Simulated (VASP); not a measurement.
Set up this calculation in VASP 6.6.1, as the native input.

```yaml
Task: single point
Functional: LDA
Potentials_or_basis: VASP PAW LDA potentials, release 64 (In_d, Pt)
Cutoff: 520 eV
k_mesh: 6 × 6 × 6
Occupations: methfessel-paxton, width 0.05 eV
Spin: no spin polarisation
Dipole_correction: no
Further_INCAR_settings: ALGO = Normal; EDIFF = 1e-06; NBANDS = 30
```

The structure of InPt3 (Yixunite) lies in POSCAR:

```
InPt3
1.0
    3.9880000000      0.0000000000      0.0000000000
    0.0000000000      3.9880000000      0.0000000000
    0.0000000000      0.0000000000      3.9880000000
In Pt
1 3
Direct
    0.0000000000      0.0000000000      0.0000000000
    0.5000000000      0.5000000000      0.0000000000
    0.0000000000      0.5000000000      0.5000000000
    0.5000000000      0.0000000000      0.5000000000
```

The input as run:

INCAR

```
SYSTEM = InPt3
PREC = Accurate
ENCUT = 520
EDIFF = 1E-6
ISMEAR = 1
SIGMA = 0.05
LREAL = .False.
LASPH = .True.
NELM = 100
ALGO = Normal
ISIF = 2
LWAVE = .False.
LCHARG = .False.
NBANDS = 30
```

KPOINTS

```
regular mesh
0
Gamma
  6 6 6
  0 0 0
```

Potentials or basis: VASP PAW LDA potentials, release 64 (In_d, Pt).

Command:

```console
$ cat potpaw_LDA.64/In_d/POTCAR potpaw_LDA.64/Pt/POTCAR > POTCAR
$ mpirun -np 1 vasp_std > vasp.out
```

Results of the run:

The pressure is -3.2 GPa. The band gap on the k mesh is none (metal or under the smearing width).

It took 31 s on 1 thread of Intel(R) Xeon(R) Platinum 8488C (Sapphire Rapids), on a shared host, peak memory 0.16 GiB.
